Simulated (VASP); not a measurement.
Data:

```
CELL_PARAMETERS angstrom
      4.19380     0.00000     0.00000
      0.00000     4.19380     0.00000
      0.00000     0.00000     2.68425
ATOMIC_POSITIONS crystal
  Si 0.00000 0.00000 0.00000
  Si 0.50000 0.50000 0.50000
  O  0.30595 0.30595 0.00000
  O  0.80595 0.19405 0.50000
  O  0.19405 0.80595 0.50000
  O  0.69405 0.69405 0.00000
```

Calculation: PBEsol GGA, VASP's PBE PAW potentials (set 64) (plane waves; VASP). Settings: 520 eV cut-off, 6×6×9 Γ-centred mesh, tetrahedra with Blöchl corrections, potentials Si O.

Estimate the energy per atom (σ→0), band gap (on the k-mesh) with the smallest direct gap where there is one.

```json
{
 "band gap (on the k-mesh)": "5.32 eV",
 "smallest direct gap (on the k-mesh)": "5.32 eV",
 "energy per atom (σ→0)": "-8.164 eV/atom"
}
```

Total energies compare only between runs with the same potentials, cut-off and functional.

The compound is SiO2 in the rutile structure, stishovite, a high-pressure form. It was relaxed first.
